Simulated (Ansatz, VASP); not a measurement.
# Cross-check of Y between VASP and Ansatz, part 2 of 2

Wanted: the spread between two codes on one cell, functional and k mesh. The structure shown is the end of the Ansatz relaxation below.

VASP 6.6.1 and Ansatz 0.2.0.

So far. Step 3 (VASP: single point, LDA, pair 1): The run ends at a pressure of 5.25 GPa.

### 6. VASP: single point, LDA, pair 2 (continued)

Level of this step: LDA; plane waves and PAW (Y_sv) (VASP).

Numbers of over 12 decimals in the logs are rounded to 6 here.

From OUTCAR (step 6):

```text
  Total        1.3662546      1.3662546      1.3797936     -0.0000000      0.0000000      0.0000000
  in kB       39.7686444     39.7686444     40.1627365     -0.0000000      0.0000000      0.0000000
  external PRESSURE =      39.9000085 kB  Pullay stress =       0.0000000 kB

 POSITION                                       TOTAL-FORCE (eV/Angst)
 -----------------------------------------------------------------------------------
     -0.00000      1.98366      1.34604        -0.000000      0.000000      0.000000
      1.71790      0.99183      4.03811         0.000000     -0.000000      0.000000
 -----------------------------------------------------------------------------------
    total drift:                               -0.000000      0.000000     -0.000000

  FREE ENERGIE OF THE ION-ELECTRON SYSTEM (eV)
  ---------------------------------------------------
  free  energy   TOTEN  =       -13.8388781255 eV

  energy  without entropy=      -13.8382449927  energy(sigma->0) =      -13.83866708

[... 1 part as in an earlier step ...]

[... 2 further parts left out ...]
[key lines of the parts left out:]
E-fermi :   3.7623
```

The run ends at a pressure of 3.99 GPa.

### 7. Differences

The two programs side by side:

| quantity | Ansatz | VASP | difference |
| --- | --- | --- | --- |
| pressure (GPa) | 4.19 | 3.99 | +0.20 |

### 8. Ansatz: relaxation, LDA

This run makes the geometry at which the two programs are then compared. The cell compared in this pair holds 56.24 Å³, against 55.04 Å³ for the pair before.

The structure compared here is the end of the Ansatz relaxation.

The input, input.yaml:

```yaml
crystal:
  lattice:
    - [3.4657650399, 0.0, 0.0]
    - [-1.73288252, 3.0014405681, 0.0]
    - [0.0, 0.0, 5.4064549473]
  atoms:
    - { symbol: "Y", position: [0.3333333333, 0.6666666667, 0.25] }
    - { symbol: "Y", position: [0.6666666667, 0.3333333333, 0.75] }
kpoints:
  mp_grid: { grid: [15, 15, 8] }
hamiltonian:
  xc: lda
  pseudopotentials: { kind: paw, azcp: { folder: soft_1 }, xc_functional: pbe }
scf:
  occupations: { method: methfessel_paxton, width: 0.2 }
output:
  forces: true
  stress: true
  eigenvalues: true
relax:
  adjacent_minimum: "off"
  f_tol: 0.001
  max_steps: 60
  cell: { stress_tol: 0.01, fix: [volume] }
```

Command:

```sh
$ ansatz run input.yaml --threads 4 --pin off --max-ram 10240MiB --backend cpu --events-out ev --progress --plain --runs-dir out
```

Log:

```text
[...]
Crystal: 2 atoms, lattice volume = 56.240 Å³
Basis set: ecut = 420 eV, 1093 PW (Γ)
Bands: 15, of which v1, the nominal top of the filled ones, is band 11 counted from 1 (10 counted from 0)
Symmetry: 24 space group operations
[...]
k-points: 135 of 1800
[...]
k-point 134: bands = [... 7 lower, -10.9232, 10.4940, 10.4940, 10.5692, 10.5692, 11.6566, 11.6566, 14.0090]
--- Relaxed structure (3 steps of the walk, 3 accepted, 1 SCFs on fresh bases) ---
[...]
cell:  # Å, volume = 56.2395 Å³
    - [3.463264, 2.8846799749326502e-11, 0.0]
    - [-1.731632, 2.999275, 0.0]
    - [0.0, 0.0, 5.414265]
  atoms:
    - { symbol: Y, position: [0.333333, 0.666667, 0.25] }
    - { symbol: Y, position: [0.666667, 0.333333, 0.750000] }
[key lines of the parts left out:]
SCF converged after 5 iterations
Free energy (F): -7491.119131 eV
Fermi energy:    11.009743 eV
P = ⅓ Tr σ = 3.0100 GPa (30.100 kbar)
```

### 9. VASP: single point, LDA, pair 3

The same cell, functional (in two slightly different forms), mesh and smearing now go to VASP, with its own data sets.

The input, INCAR:

```
SYSTEM = Y
PREC = Accurate
ENCUT = 500
EDIFF = 1E-06
NELM = 120
ISMEAR = 1
SIGMA = 0.2
LREAL = .FALSE.
ALGO = Normal
GGA = CA
NBANDS = 17
LASPH = .TRUE.
LORBIT = 11
LWAVE = .FALSE.
LCHARG = .FALSE.
ISIF = 2
GGA_COMPAT = .FALSE.
KPAR = 2
```

The input, POSCAR:

```
Y
1.0
    3.4632644832      0.0000000000      0.0000000000
   -1.7316322416      2.9992750225      0.0000000000
    0.0000000000      0.0000000000      5.4142649357
Y
2
Direct
    0.3333333333      0.6666666667      0.2500000000
    0.6666666667      0.3333333333      0.7500000000
```

The input, KPOINTS:

```
Automatic mesh
0
Gamma
15 15 8
0 0 0
```

PAW data sets: Y_sv (LDA family, release 64).

Command:

```sh
$ mpirun -np 2 vasp_std
```

Log:

```text
[... set-up lines as in an earlier step ...]
 entering main loop
       N       E                     dE             d eps       ncg     rms          rms(c)
DAV:   1     0.869167384132E+02    0.86917E+02   -0.11340E+04  4598   0.122E+03
DAV:   2    -0.732615591869E+01   -0.94243E+02   -0.92910E+02  5905   0.266E+02
DAV:   3    -0.139949937067E+02   -0.66688E+01   -0.66069E+01  7934   0.441E+01
DAV:   4    -0.141788280006E+02   -0.18383E+00   -0.18349E+00  5543   0.723E+00
[...]
DAV:  10    -0.138643814099E+02    0.41987E-04   -0.31473E-04  6810   0.125E-01    0.347E-02
DAV:  11    -0.138643828672E+02   -0.14573E-05   -0.17460E-05  6498   0.301E-02    0.255E-02
DAV:  12    -0.138643828196E+02    0.47597E-07   -0.39513E-06  4892   0.184E-02
   1 F= -.13864383E+02 E0= -.13864149E+02  d E =-.702633E-03
```

Parts of OUTCAR (step 9):

```text
  Total        0.9877100      0.9877100      1.0008408      0.0000000     -0.0000000      0.0000000
  in kB       28.1383470     28.1383470     28.5124246      0.0000000     -0.0000000      0.0000000
  external PRESSURE =      28.2630395 kB  Pullay stress =       0.0000000 kB

 POSITION                                       TOTAL-FORCE (eV/Angst)
 -----------------------------------------------------------------------------------
     -0.00000      1.99952      1.35357        -0.000000      0.000000      0.000000
      1.73163      0.99976      4.06070         0.000000     -0.000000      0.000000
 -----------------------------------------------------------------------------------
    total drift:                               -0.000000      0.000000     -0.000000

  FREE ENERGIE OF THE ION-ELECTRON SYSTEM (eV)
  ---------------------------------------------------
  free  energy   TOTEN  =       -13.8643828196 eV

  energy  without entropy=      -13.8636801870  energy(sigma->0) =      -13.86414861

[... 1 part as in an earlier step ...]

[... 2 further parts left out ...]
[key lines of the parts left out:]
E-fermi :   3.6406
```

The run ends at a pressure of 2.83 GPa.

### 10. Differences

Both answers:

| quantity | Ansatz | VASP | difference |
| --- | --- | --- | --- |
| pressure (GPa) | 3.01 | 2.83 | +0.18 |

### 11. Outcome

```json
{
  "difference in pressure (single point, LDA, pair 1)": "0.21 GPa",
  "difference in pressure (single point, LDA, pair 2)": "0.20 GPa",
  "difference in pressure (single point, LDA, pair 3)": "0.18 GPa"
}
```

The difference in pressure is 0.21 GPa (single point, LDA, pair 1), within the 1 GPa picked in this series as the mark of a large difference. 5 further runs of this series are not shown here. Such differences can come from data sets, numerical settings and the points named under the comparisons, not from the functional's error against experiment.

[Lines on the potential files, build, host, timing and source positions are cut from VASP's logs without a mark.]

[Logs are printed without paths, hosts, clocks, repeated set-up lines and the standing remarks that a program may print on its own settings, such as how far it seeks lower states.]

[Hosts, paths, dates, database ids (printed as entryN), source tags and the programs' standing remarks are cut or masked in the printed files.]
